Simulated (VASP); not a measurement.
**ZrTeSe with revTPSS + D4: from relaxation to properties**

Wanted: the relaxed cell of ZrTeSe and its properties. The steps: first try, rough relaxation of the start cell, relaxing cell and atoms (revTPSS + D4), single point with fields (revTPSS + D4), bands along the symmetry lines (revTPSS + D4), density of states (revTPSS + D4) and bands along the symmetry lines (revTPSS + D4 + SOC). The cell is invented: it takes the structure of a Materials Project entry for ZrSeS (space group 156 there), with some of its atoms replaced by other elements, volume scaled by an estimate. It may not be a known or stable phase.

Calculated with VASP 6.6.1; revTPSS with D4; plane waves and PAW (Te, Zr_sv, Se).

The structure was built from a prototype and need not be the compound's stable phase.

## (1) Starting point

Before any relaxation, the start is as follows. Symmetry: P3m1, No. 156, trigonal system. The conventional cell has a = 3.933 Å, b = 3.933 Å, c = 6.539 Å, α = 90.00°, β = 90.00°, γ = 120.00°. Te has 3 Zr at 2.69 Å nearest. Nearest to Zr lie 3 Te at 2.69 Å and 3 Se at 2.83 Å. Se has 3 Zr at 2.83 Å nearest. It derives from ZrSeS. It takes the structure of a Materials Project entry for ZrSeS (space group 156 there), with some of its atoms replaced by other elements, volume scaled by an estimate. Farther neighbours and most contacts between anions are not listed.

Structure file:

```xyz
3
Lattice="3.9331 0.0000 0.0000 -1.9665 3.4061 0.0000 0.0000 0.0000 6.5392" Properties=species:S:1:pos:R:3 pbc="T T T"
Te    0.0000    2.2708    5.0083
Zr    0.0000    0.0000    6.4574
Se    1.9665    1.1354    1.6127
```

## (2) First try

This run is made with a changed input; what comes of it follows.

The input, INCAR:

```
SYSTEM = ZrTeSe
PREC = Normal
ENCUT = 220
EDIFF = 1E-06
NELM = 75
ISMEAR = -1
SIGMA = 0.05
LREAL = .FALSE.
ALGO = Normal
METAGGA = RTPSS
IVDW = 13
VDW_S6 = 1
VDW_S8 = 1.53089454
VDW_A1 = 0.44880597
VDW_A2 = 4.64042317
LASPH = .TRUE.
NBANDS = 18
LORBIT = 11
LWAVE = .FALSE.
LCHARG = .FALSE.
IBRION = 2
NSW = 30
ISIF = 3
EDIFFG = -0.01
```

The input, POSCAR:

```
ZrTeSe
1.0
    3.9330800000      0.0000000000      0.0000000000
   -1.9665400000      3.4061470000      0.0000000000
    0.0000000000      0.0000000000      6.5391710000
Te Zr Se
1 1 1
Direct
    0.3333333300      0.6666666700      0.7658879700
    0.0000000000      0.0000000000      0.9874904500
    0.6666666700      0.3333333300      0.2466215700
```

The input, KPOINTS:

```
Automatic mesh
0
Gamma
7 7 4
0 0 0
```

The projector-augmented-wave data sets are Te, Zr_sv and Se (PBE family, release 64).

The run is started by

```sh
> mpirun -np 1 vasp_std
```

The log of the run:

```text
[banner, memory and clock lines left out]
running    1 mpi-ranks, on    1 nodes
[...]
|                                                                             |
|               ----> ADVICE to this user running VASP <----                  |
|                                                                             |
|     You enforced a specific xc type in the INCAR file but a different       |
|     [... a line on the potential file left out ...]
|     I HOPE YOU KNOW WHAT YOU ARE DOING!                                     |
|                                                                             |

 LDA part: xc-table for (None), standard interpolation
 POSCAR, INCAR and KPOINTS ok, starting setup
[...]
entering main loop
       N       E                     dE             d eps       ncg     rms          rms(c)
DAV:   1     0.197507684595E+03    0.19751E+03   -0.70028E+03  1008   0.699E+02
DAV:   2     0.857763729678E+02   -0.11173E+03   -0.10945E+03  1356   0.201E+02
DAV:   3     0.799494744002E+02   -0.58269E+01   -0.57983E+01  1392   0.478E+01
DAV:   4     0.798505237285E+02   -0.98951E-01   -0.98927E-01  1520   0.592E+00
[...]
DAV:  18     0.198373384642E+02    0.45326E-05   -0.39656E-07   576   0.384E-03    0.881E-03
DAV:  19     0.198373506756E+02    0.12211E-04   -0.20037E-07   552   0.263E-03    0.880E-03
DAV:  20     0.198373510240E+02    0.34832E-06   -0.12422E-07   546   0.178E-03
   1 F= 0.18775929E+02 E0= 0.18776477E+02  d E =0.187759E+02
[...]
N       E                     dE             d eps       ncg     rms          rms(c)
DAV:   1     0.207788149087E+02    0.94146E+00   -0.12831E+02  1008   0.998E+01    0.268E+00
DAV:   2     0.191780164113E+02   -0.16008E+01   -0.93605E+00  1224   0.198E+01    0.201E+00
DAV:   3     0.191731167032E+02   -0.48997E-02   -0.20661E-01  1570   0.255E+00    0.132E+00
DAV:   4     0.191781023444E+02    0.49856E-02   -0.14695E-02  1216   0.889E-01    0.650E-01
[...]
DAV:   9     0.191764817567E+02   -0.26885E-04   -0.69018E-06  1262   0.174E-02    0.125E-02
DAV:  10     0.191764626900E+02   -0.19067E-04   -0.35113E-06  1160   0.107E-02    0.933E-03
DAV:  11     0.191764617967E+02   -0.89330E-06   -0.23010E-07   628   0.320E-03
   2 F= 0.18128602E+02 E0= 0.18131598E+02  d E =-.647327E+00
 trial-energy change:   -0.647327  1 .order   -0.652436   -1.178958   -0.125915
 step:   1.1236(harm=  1.1196)  dis= 0.20692  next Energy=    18.120829 (dE=-0.655E+00)
[...]
N       E                     dE             d eps       ncg     rms          rms(c)
DAV:   1     0.191843148194E+02    0.78521E-02   -0.17370E+00  1008   0.125E+01    0.348E-01
DAV:   2     0.191669432753E+02   -0.17372E-01   -0.66226E-02  1198   0.188E+00    0.138E-01
DAV:   3     0.191669544278E+02    0.11153E-04   -0.15215E-03  1526   0.196E-01    0.781E-02
DAV:   4     0.191669143388E+02   -0.40089E-04   -0.22365E-04  1290   0.105E-01    0.434E-02
[...]
DAV:  57     0.191668987058E+02    0.41458E-06   -0.37962E-05  1008   0.513E-02    0.916E-03
DAV:  58     0.191668982911E+02   -0.41472E-06   -0.37764E-05  1008   0.510E-02    0.916E-03
DAV:  59     0.191668987053E+02    0.41422E-06   -0.37962E-05  1008   0.513E-02    0.916E-03
 hard stop encountered!  aborting job ...
|                                                                             |
|           W    W    AA    RRRRR   N    N  II  N    N   GGGG   !!!           |
|           W    W   A  A   R    R  NN   N  II  NN   N  G    G  !!!           |
|           W    W  A    A  R    R  N N  N  II  N N  N  G       !!!           |
|           W WW W  AAAAAA  RRRRR   N  N N  II  N  N N  G  GGG   !            |
|           WW  WW  A    A  R   R   N   NN  II  N   NN  G    G                |
|           W    W  A    A  R    R  N    N  II  N    N   GGGG   !!!           |
|                                                                             |
|     The electronic self-consistency was not achieved in the given           |
|     number of steps (NELM). The forces and other quantities evaluated       |
|     might not be reliable so examine the results carefully. If you find     |
|     spurious results, we suggest increasing NELM, if you were close to      |
|     convergence or switching to a different ALGO or adjusting the           |
|     density mixing parameters otherwise.                                    |
|                                                                             |

 soft stop encountered!  aborting job ...
   3 F= 0.18120594E+02 E0= 0.18123984E+02  d E =-.678049E-02
 deleting file STOPCAR
```

The job ended after 4.1 min (1 MPI rank of AMD EPYC 7R43, shared host; peak memory 0.09 GiB).

The logs omit lines about the potential files and the build; timing stands in the text.

The run was stopped at its time limit, by a STOPCAR file.

By then 2 ionic steps had been finished.

The fault in the input: cell relaxed at a low cutoff (ENCUT = 220 and PREC = "Normal"). Relax cells at about 1.3 times the default cutoff with PREC = Accurate.

## (3) Rough relaxation of the start cell

The start is only an estimate, so a cheap relaxation brings it near a minimum before any careful run.

Changes to INCAR since step 2:

```diff
@@ -2,5 +2,5 @@
 PREC = Normal
-ENCUT = 220
-EDIFF = 1E-06
-NELM = 75
+ENCUT = 400
+EDIFF = 1E-05
+NELM = 60
 ISMEAR = -1
@@ -21,4 +21,4 @@
 IBRION = 2
-NSW = 30
+NSW = 40
 ISIF = 3
-EDIFFG = -0.01
+EDIFFG = -0.04
```

POSCAR is that of step 2.

The input, KPOINTS:

```
Automatic mesh
0
Gamma
5 5 3
0 0 0
```

The run is started by

```sh
> mpirun -np 1 vasp_std
```

The log of the run:

```text
[banner, memory and clock lines left out]
running    1 mpi-ranks, on    1 nodes
 distrk:  each k-point on    1 cores,    1 groups
 distr:  one band on    1 cores,    1 groups

 POSCAR found type information on POSCAR TeZrSe
 POSCAR found :  3 types and       3 ions
 [... a notice as in an earlier step ...]

 LDA part: xc-table for (None), standard interpolation
 POSCAR, INCAR and KPOINTS ok, starting setup
 FFT: planning ... GRIDC
 FFT: planning ... GRID_SOFT
 FFT: planning ... GRID
 WAVECAR not read
 entering main loop
       N       E                     dE             d eps       ncg     rms          rms(c)
DAV:   1     0.242915105967E+03    0.24292E+03   -0.10877E+04   432   0.129E+03
DAV:   2     0.823419230917E+02   -0.16057E+03   -0.15652E+03   600   0.275E+02
DAV:   3     0.710321091227E+02   -0.11310E+02   -0.11228E+02   590   0.830E+01
DAV:   4     0.706792127249E+02   -0.35290E+00   -0.35262E+00   680   0.123E+01
DAV:   5     0.706755478278E+02   -0.36649E-02   -0.36646E-02   616   0.114E+00    0.318E+01
DAV:   6     0.201378612496E+02   -0.50538E+02   -0.18322E+02   438   0.146E+02    0.807E+00
DAV:   7     0.197031875236E+02   -0.43467E+00   -0.86834E+00   588   0.249E+01    0.653E+00
DAV:   8     0.197770217398E+02    0.73834E-01   -0.48677E-01   654   0.488E+00    0.455E+00
DAV:   9     0.198530201412E+02    0.75998E-01   -0.31260E-01   498   0.396E+00    0.105E+00
DAV:  10     0.198283408824E+02   -0.24679E-01   -0.12272E-01   688   0.190E+00    0.164E+00
DAV:  11     0.198352392550E+02    0.68984E-02   -0.68823E-03   534   0.713E-01    0.124E+00
DAV:  12     0.198409353230E+02    0.56961E-02   -0.10455E-02   622   0.667E-01    0.453E-01
DAV:  13     0.198408829521E+02   -0.52371E-04   -0.83776E-03   752   0.440E-01    0.139E-01
DAV:  14     0.198409977612E+02    0.11481E-03   -0.77215E-04   518   0.240E-01    0.313E-02
DAV:  15     0.198409951858E+02   -0.25753E-05   -0.77348E-05   572   0.515E-02
   1 F= 0.18779573E+02 E0= 0.18780608E+02  d E =0.187796E+02
 curvature:   0.00 expect dE= 0.000E+00 dE for cont linesearch  0.000E+00
 trial: gam= 0.00000 g(F)=  0.115E+01 g(S)=  0.642E-01 ort = 0.000E+00 (trialstep = 0.100E+01)
 search vector abs. value=  0.121E+01
 bond charge predicted
       N       E                     dE             d eps       ncg     rms          rms(c)
DAV:   1     0.205527809546E+02    0.71178E+00   -0.13949E+02   432   0.103E+02    0.479E+00
DAV:   2     0.191771762996E+02   -0.13756E+01   -0.10418E+01   490   0.230E+01    0.315E+00
DAV:   3     0.192443122700E+02    0.67136E-01   -0.43906E-01   782   0.401E+00    0.107E+00
DAV:   4     0.192423318999E+02   -0.19804E-02   -0.69132E-02   650   0.139E+00    0.562E-01
DAV:   5     0.192368681249E+02   -0.54638E-02   -0.13411E-02   704   0.603E-01    0.318E-01
DAV:   6     0.192357872448E+02   -0.10809E-02   -0.23164E-03   526   0.353E-01    0.994E-02
DAV:   7     0.192358325101E+02    0.45265E-04   -0.40576E-04   638   0.123E-01    0.322E-02
DAV:   8     0.192358047166E+02   -0.27793E-04   -0.54643E-05   542   0.513E-02    0.109E-02
DAV:   9     0.192358036404E+02   -0.10762E-05   -0.72716E-06   298   0.202E-02
   2 F= 0.18229252E+02 E0= 0.18233292E+02  d E =-.550321E+00
[... from here on, the cycles between the ionic steps are left out ...]
   3 F= 0.18227483E+02 E0= 0.18231205E+02  d E =-.552090E+00
   4 F= 0.18108285E+02 E0= 0.18113883E+02  d E =-.119198E+00
   5 F= 0.18072421E+02 E0= 0.18079148E+02  d E =-.155062E+00
   6 F= 0.18025039E+02 E0= 0.18029811E+02  d E =-.473817E-01
   7 F= 0.17997163E+02 E0= 0.18000724E+02  d E =-.752577E-01
   8 F= 0.17995871E+02 E0= 0.17999148E+02  d E =-.765500E-01
   9 F= 0.17988102E+02 E0= 0.17991463E+02  d E =-.776915E-02
  10 F= 0.17986477E+02 E0= 0.17989809E+02  d E =-.939381E-02
  11 F= 0.17971082E+02 E0= 0.17974259E+02  d E =-.153947E-01
  12 F= 0.17954488E+02 E0= 0.17957671E+02  d E =-.319886E-01
  13 F= 0.17954326E+02 E0= 0.17957599E+02  d E =-.321513E-01
  14 F= 0.17954301E+02 E0= 0.17957552E+02  d E =-.321756E-01
  15 F= 0.17952912E+02 E0= 0.17955931E+02  d E =-.138970E-02
  16 F= 0.17952905E+02 E0= 0.17955934E+02  d E =-.139645E-02
  17 F= 0.17953096E+02 E0= 0.17956058E+02  d E =0.190885E-03
 trial-energy change:    0.000191  1 .order    0.000153   -0.001666    0.001972
 step:   0.6046(harm=  0.6046)  dis= 0.00442  next Energy=    17.952523 (dE=-0.382E-03)
 bond charge predicted
       N       E                     dE             d eps       ncg     rms          rms(c)
DAV:   1     0.191498692417E+02    0.36868E-03   -0.53404E-02   436   0.174E+00    0.180E-01
DAV:   2     0.191499368715E+02    0.67630E-04   -0.31936E-03   532   0.344E-01    0.809E-02
DAV:   3     0.191499891213E+02    0.52250E-04   -0.28508E-04   592   0.918E-02    0.502E-02
DAV:   4     0.191499982092E+02    0.90879E-05   -0.50770E-05   552   0.465E-02
  18 F= 0.17952548E+02 E0= 0.17955541E+02  d E =-.357039E-03
 curvature:  -0.57 expect dE=-0.268E-04 dE for cont linesearch -0.427E-05
 trial: gam= 0.00000 g(F)=  0.139E-04 g(S)=  0.333E-04 ort =-0.134E-03 (trialstep = 0.118E+01)
 search vector abs. value=  0.472E-04
 reached required accuracy - stopping structural energy minimisation
```

Wall time 8 min (1 MPI rank); peak memory 0.11 GiB.

Parts of OUTCAR (step 3):

```text
ion  position               nearest neighbor table
   1  0.333  0.667  0.766-   2 2.69   2 2.69   2 2.69
   2  0.000  0.000  0.987-   1 2.69   1 2.69   1 2.69   3 2.83   3 2.83   3 2.83
   3  0.667  0.333  0.247-   2 2.83   2 2.83   2 2.83

  LATTYP: Found a hexagonal cell.
 ALAT       =     3.9330800000
 C/A-ratio  =     1.6626081849

 Subroutine GETGRP returns: Found  6 space group operations
 (whereof  6 operations were pure point group operations)

The static configuration has the point symmetry C_3v.

 Found     12 irreducible k-points:

   k-points           NKPTS =     12   k-points in BZ     NKDIM =     12   number of bands    NBANDS=     18

   dimension x,y,z NGX =    20 NGY =   20 NGZ =   32
   dimension x,y,z NGXF=    40 NGYF=   40 NGZF=   64

   ENCUT  =  400.0 eV  29.40 Ry    5.42 a.u.   6.41  6.41 10.66*2*pi/ulx,y,z

   NELECT =      24.0000    total number of electrons

 k-points in reciprocal lattice and weights: Automatic mesh
   0.00000000  0.00000000  0.00000000       0.013
   0.20000000 -0.00000000  0.00000000       0.080
   0.40000000  0.00000000  0.00000000       0.080
   0.20000000  0.20000000  0.00000000       0.080
   0.40000000  0.20000000  0.00000000       0.080
   0.00000000  0.00000000  0.33333333       0.027
   0.20000000 -0.00000000  0.33333333       0.080
   0.00000000  0.20000000  0.33333333       0.080
   0.40000000  0.00000000  0.33333333       0.080
   0.00000000  0.40000000  0.33333333       0.080
   0.20000000  0.20000000  0.33333333       0.160
   0.40000000  0.20000000  0.33333333       0.160

 average (electrostatic) potential at core
       1 -88.5496       2 -79.4543       3 -52.6065

 E-fermi :   6.4393

 k-point     1 :       0.0000    0.0000    0.0000
  band No.  band energies     occupation
    ...
      6      -4.8902      2.00000
      7       0.9742      2.00000
      8       3.8730      2.00000
      9       3.8730      2.00000
     10       6.3228      1.82252
     11       7.0693      0.00001
     12       7.0693      0.00001
     13       7.3925      0.00000
     14       7.4194      0.00000
     15       7.4194      0.00000
    ...

 k-point     2 :       0.2000   -0.0000    0.0000
  band No.  band energies     occupation
    ...
      8       3.1703      2.00000
      9       3.9460      2.00000
     10       4.4693      2.00000
     11       5.8361      1.99999
     12       5.9539      1.99988
     13       7.0192      0.00002
     14       8.0970      0.00000
     15       8.3338      0.00000
     16      10.4040      0.00000
     17      10.5277      0.00000
    ...

 k-point     3 :       0.4000    0.0000    0.0000
  band No.  band energies     occupation
    ...
      8       2.6566      2.00000
      9       3.2015      2.00000
     10       3.8722      2.00000
     11       4.2552      2.00000
     12       5.3886      2.00000
     13       6.6003      0.07685
     14       8.9115      0.00000
     15       9.1319      0.00000
     16      10.8083      0.00000
     17      11.1881      0.00000
    ...

  DFT-D4 for vdW energy calculation

  Edisp (eV):   -1.19745

  Total       0.00416     0.00416    -0.04515    -0.00000     0.00000    -0.00000
  in kB       0.08624     0.08624    -0.93659    -0.00000     0.00000    -0.00000
  external pressure =       -0.25 kB  Pullay stress =        0.00 kB

  energy-cutoff  :      400.00
  volume of cell :       77.23
      direct lattice vectors                 reciprocal lattice vectors
     3.751010231  0.000000000  0.000000000     0.266594847  0.153918615 -0.000000000
    -1.875505116  3.248469983  0.000000000    -0.000000000  0.307837230 -0.000000000
    -0.000000000  0.000000000  6.338239926    -0.000000000 -0.000000000  0.157772507

 POSITION                                       TOTAL-FORCE (eV/Angst)
 -----------------------------------------------------------------------------------
     -0.00000      2.16565      4.54628        -0.000000      0.000000      0.009653
     -0.00000      0.00000      0.12149         0.000000     -0.000000     -0.013436
      1.87551      1.08282      1.67046        -0.000000      0.000000      0.003783
 -----------------------------------------------------------------------------------
    total drift:                               -0.000001      0.000000      0.001459

  FREE ENERGIE OF THE ION-ELECTRON SYSTEM (eV)
  ---------------------------------------------------
  free  energy   TOTEN  =        17.9525479074 eV

  energy  without entropy=       17.9585343981  energy(sigma->0) =       17.95554115

 reached required accuracy - stopping structural energy minimisation

 total charge
# of ion       s       p       d       tot
------------------------------------------
    1        1.373   2.020   0.039   3.432
    2        2.156   5.994   1.515   9.665
    3        1.455   2.411   0.035   3.901
--------------------------------------------------
tot          4.985  10.425   1.588  16.998

[... 3 further parts left out ...]
```

The k-mesh is coarse for a metal. This relaxation is a rough one on cheap settings, only to bring the start near its minimum. The PAW data sets were made with PBE, which is usual practice but a small mismatch for other functionals. After so large a change of volume the plane waves of the start cell no longer fit, so the final stress carries a basis-set error. The run keeps the 6 symmetry operations of its start, so it cannot find a distortion of lower symmetry.

Relaxation path:

```tsv
step	energy less that of the first step (eV)	largest force (eV/Å)	pressure (GPa)	volume (Å³)
1	0.0000	3.7869	2.09	87.60
2	-0.5503	0.4926	-5.14	92.53
3	-0.5521	0.6197	-4.83	92.24
4	-0.6713	1.4492	2.04	82.16
5	-0.7072	0.7343	-0.59	85.18
6	-0.7545	0.5968	-0.18	83.38
7	-0.7824	0.3810	0.49	81.30
8	-0.7837	0.3726	0.72	80.66
9	-0.7915	0.1336	-1.46	81.56
10	-0.7931	0.0901	-0.84	81.30
11	-0.8085	0.0801	-0.73	80.30
12	-0.8251	0.0574	-0.34	78.22
13	-0.8252	0.0596	-0.26	77.91
14	-0.8253	0.0592	-0.26	77.98
15	-0.8267	0.0740	0.26	77.15
16	-0.8267	0.0726	0.27	77.18
17	-0.8265	0.0710	-0.26	77.29
18	-0.8270	0.0134	-0.03	77.23
```

```tsv
conventional cell, symmetrised	before	after	change
a (Å)	3.933	3.751	-4.6 %
b (Å)	3.933	3.751	-4.6 %
c (Å)	6.539	6.338	-3.1 %
volume (Å³/atom)	29.20	25.74	-11.8 %
```

The atoms that moved most (Å, as changes of fractional coordinates times the final cell):

```tsv
atom	dx	dy	dz	length
Te1	0.000	0.000	-0.308	0.308
Zr2	0.000	0.000	0.201	0.201
Se3	0.000	0.000	0.107	0.107
```

The relaxed structure:

```xyz
3
Lattice="3.7510 0.0000 0.0000 -1.8755 3.2485 0.0000 0.0000 0.0000 6.3382" Properties=species:S:1:pos:R:3 pbc="T T T"
Te    0.0000    2.1656    4.5463
Zr    0.0000    0.0000    6.4597
Se    1.8755    1.0828    1.6705
```

Numbers from this step:

```
electrons                              : 24
bands                                  : 18
irreducible k-points                   : 12
symmetry operations                    : 6
free energy (TOTEN)                    : 17.95 eV
energy at zero smearing                : 17.96 eV
Fermi energy                           : 6.439 eV
pressure                               : -0.02547 GPa
metallic, judged on the points sampled : yes
SCF cycles over all ionic steps        : 131
```

It ends with a largest force of 0.013 eV/Å and a pressure of -0.03 GPa.

[end of part 1 of 3]

[Lines on the potential files, build, host, timing and source positions are cut from VASP's logs without a mark.]

[Logs are printed without paths, hosts, clocks, repeated set-up lines and the standing remarks that a program may print on its own settings, such as how far it seeks lower states.]

[Hosts, paths, dates, database ids (printed as entryN), source tags and the programs' standing remarks are cut or masked in the printed files.]

[A measured line is paired with the nearest computed mode of its activity, which favours agreement.]

[In band tables of VASP the shares of atoms and orbitals are scaled to a sum of 1 inside the atoms' spheres.]
